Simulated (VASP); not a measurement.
Method: PBE GGA, VASP's PBE PAW potentials (set 64) (plane waves; VASP).

A VASP calculation is set up with these files.

KPOINTS:
```
Automatic
0
G
  4 4 4
0 0 0
```

### POSCAR
```
Be3HgSe4
1.0
  5.4614673315   0.0000000000   0.0000000000
  0.0000000000   5.4614673315   0.0000000000
  0.0000000000   0.0000000000   5.4614673315
Hg Se Be
1 4 3
direct
  0.0000000000   1.0000000000   0.0000000000
  0.2745112710   0.2745112710   0.2745112710
  0.7254887290   0.7254887290   0.2745112710
  0.7254887290   0.2745112710   0.7254887290
  0.2745112710   0.7254887290   0.7254887290
  0.5000000000   0.5000000000   0.0000000000
  0.5000000000   1.0000000000   0.5000000000
  0.0000000000   0.5000000000   0.5000000000
```

INCAR:
```
LCHARG = .FALSE.
IBRION = 2   # conjugate gradients
LWAVE = .FALSE.
LREAL = .FALSE.
GGA = PE   # PBE
ALGO = Normal   # blocked Davidson
SYSTEM = Be3HgSe4
EDIFFG = -0.02
ISMEAR = 0
LMAXMIX = 6   # l cut-off of mixed one-centre charges
EDIFF = 1E-6   # SCF stop (eV)
NELM = 100   # most electronic steps
SIGMA = 0.05   # width (eV)
NSW = 60   # most ionic steps
ENCUT = 400   # plane-wave cut-off (eV)
LASPH = .TRUE.   # aspherical one-centre terms
PREC = Accurate
ISIF = 3
```

POTCAR, in this order: Hg Se Be (PBE.64 set). Program: vasp_std.

The resulting files:

### OSZICAR
```
       N       E                     dE             d eps       ncg     rms          rms(c)
DAV:   1     0.211006597103E+03    0.21101E+03   -0.16002E+04   520   0.114E+03
DAV:   2    -0.143488696021E+02   -0.22536E+03   -0.22120E+03   618   0.247E+02
DAV:   3    -0.305217827567E+02   -0.16173E+02   -0.16111E+02   680   0.725E+01
DAV:   4    -0.307337356527E+02   -0.21195E+00   -0.21156E+00   646   0.867E+00
DAV:   5    -0.307362495176E+02   -0.25139E-02   -0.25131E-02   674   0.962E-01    0.101E+01
DAV:   6    -0.299436568609E+02    0.79259E+00   -0.16600E+00   664   0.178E+01    0.806E+00
DAV:   7    -0.298908371370E+02    0.52820E-01   -0.12352E+00   626   0.665E+00    0.374E+00
DAV:   8    -0.298924498665E+02   -0.16127E-02   -0.29670E-01   548   0.585E+00    0.125E+00
DAV:   9    -0.298875710661E+02    0.48788E-02   -0.39898E-02   566   0.267E+00    0.264E-01
DAV:  10    -0.298888715325E+02   -0.13005E-02   -0.56148E-03   610   0.429E-01    0.217E-01
DAV:  11    -0.298886813737E+02    0.19016E-03   -0.40273E-04   632   0.209E-01    0.138E-01
DAV:  12    -0.298886954805E+02   -0.14107E-04   -0.16180E-03   610   0.413E-01    0.600E-02
DAV:  13    -0.298886887427E+02    0.67378E-05   -0.29674E-04   566   0.185E-01    0.196E-02
DAV:  14    -0.298886890575E+02   -0.31481E-06   -0.90229E-06   602   0.154E-02
   1 F= -.29888689E+02 E0= -.29888689E+02  d E =-.298887E+02
```

**OUTCAR**
```
------------------------ aborting loop because EDIFF is reached ----------------------------------------
  FORCE on cell =-STRESS in cart. coord.  units (eV):
  Direction    XX          YY          ZZ          XY          YZ          ZX
  --------------------------------------------------------------------------------------
  Total       -0.0232484     -0.0232484     -0.0232484      0.0000000     -0.0000000      0.0000000
  in kB       -0.2286522     -0.2286522     -0.2286522      0.0000000     -0.0000000      0.0000000
  external PRESSURE =      -0.2286522 kB  Pullay stress =       0.0000000 kB
  volume of cell :      162.90
      direct lattice vectors                 reciprocal lattice vectors
     5.461467331  0.000000000  0.000000000     0.183100976  0.000000000  0.000000000
     0.000000000  5.461467331  0.000000000     0.000000000  0.183100976  0.000000000
     0.000000000  0.000000000  5.461467331     0.000000000  0.000000000  0.183100976
 POSITION                                       TOTAL-FORCE (eV/Angst)
 -----------------------------------------------------------------------------------
      0.00000      0.00000      0.00000         0.000000      0.000000      0.000000
      1.49923      1.49923      1.49923         0.007318      0.007318      0.007318
      3.96223      3.96223      1.49923        -0.007318     -0.007318      0.007318
      3.96223      1.49923      3.96223        -0.007318      0.007318     -0.007318
      1.49923      3.96223      3.96223         0.007318     -0.007318     -0.007318
      2.73073      2.73073      0.00000         0.000000      0.000000      0.000000
      2.73073      0.00000      2.73073         0.000000     -0.000000      0.000000
      0.00000      2.73073      2.73073         0.000000     -0.000000      0.000000
 -----------------------------------------------------------------------------------
    total drift:                               -0.000000     -0.000000     -0.000000
  FREE ENERGIE OF THE ION-ELECTRON SYSTEM (eV)
  ---------------------------------------------------
  free  energy   TOTEN  =       -29.8886890575 eV

  energy  without entropy=      -29.8886890575  energy(sigma->0) =      -29.88868906

 reached required accuracy - stopping structural energy minimisation
```
(Selected blocks of OUTCAR.)

OUTCAR:
```
 val. band max:        2.6099286022   @ k =   0.0000   0.0000   0.0000

 cond. band min:       4.2478331936   @ k =   0.0000   0.0000   0.0000


 Fermi energy:         2.8557602203

 k-point     1 :       0.0000    0.0000    0.0000
  band No.  band energies     occupation
      1     -10.9428      2.00000
      2      -9.5705      2.00000
      3      -9.5705      2.00000
      4      -9.5705      2.00000
      5      -3.7489      2.00000
      6      -3.7489      2.00000
      7      -3.6453      2.00000
      8      -3.6453      2.00000
      9      -3.6453      2.00000
     10      -2.7946      2.00000
     11      -1.9380      2.00000
     12      -1.9380      2.00000
     13      -0.0399      2.00000
     14      -0.0399      2.00000
     15      -0.0399      2.00000
     16       0.0671      2.00000
     17       0.0671      2.00000
     18       0.0671      2.00000
     19       2.6099      2.00000
     20       2.6099      2.00000
     21       2.6099      2.00000
     22       4.2478      0.00000
     23       5.4238      0.00000
     24       5.4548      0.00000
     25       5.4548      0.00000
     26       5.4548      0.00000

 k-point     2 :       0.2500    0.0000    0.0000
  band No.  band energies     occupation
      1     -10.7925      2.00000
      2      -9.7955      2.00000
      3      -9.5650      2.00000
      4      -9.5650      2.00000
      5      -3.8516      2.00000
      6      -3.6876      2.00000
      7      -3.6341      2.00000
      8      -3.6341      2.00000
      9      -3.6183      2.00000
     10      -2.4010      2.00000
     11      -1.9811      2.00000
     12      -1.6011      2.00000
     13      -0.4259      2.00000
     14      -0.3766      2.00000
     15      -0.3766      2.00000
     16      -0.1870      2.00000
     17       0.3490      2.00000
     18       0.3490      2.00000
     19       1.4092      2.00000
     20       2.3082      2.00000
     21       2.3082      2.00000
     22       5.3812      0.00000
...
```

Unless said otherwise, spin-orbit coupling is left out, though it shifts the bands of the heavy elements here.

The structure was generated: Be3HgSe4 was put into an ordered model structure (P-43m), which need not be its known phase. It was relaxed first. The start is the result of an earlier pass.
